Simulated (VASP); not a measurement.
Consider the following.

```
CELL_PARAMETERS angstrom
      0.00000     3.01576     3.01576
      3.01576     0.00000     3.01576
      3.01576     3.01576     0.00000
ATOMIC_POSITIONS crystal
  In 0.75000 0.75000 0.75000
  As 0.00000 0.00000 0.00000
```

All values below come from LDA (Ceperley-Alder, Perdew-Zunger) with spin-orbit coupling, VASP's LDA PAW potentials (set 64) (plane waves; VASP 6.6.1). Settings: 400 eV cut-off, 10×10×10 Γ-centred mesh, Gaussian smearing of 0.050 eV, potentials In_d As.

Q: What does the run give for the energy per atom (σ→0), band gap (over mesh and band path) with the smallest direct gap where there is one?

A: 
```yaml
band gap (over mesh and band path): none (metal, semimetal or under 0.01 eV)
energy per atom (σ→0): -4.540 eV/atom
```

Only differences to runs with the same potentials and settings are physical.

The structure comes from a computed database's InAs entry (F-43m); how it stands against other phases isn't given here. It was relaxed first.
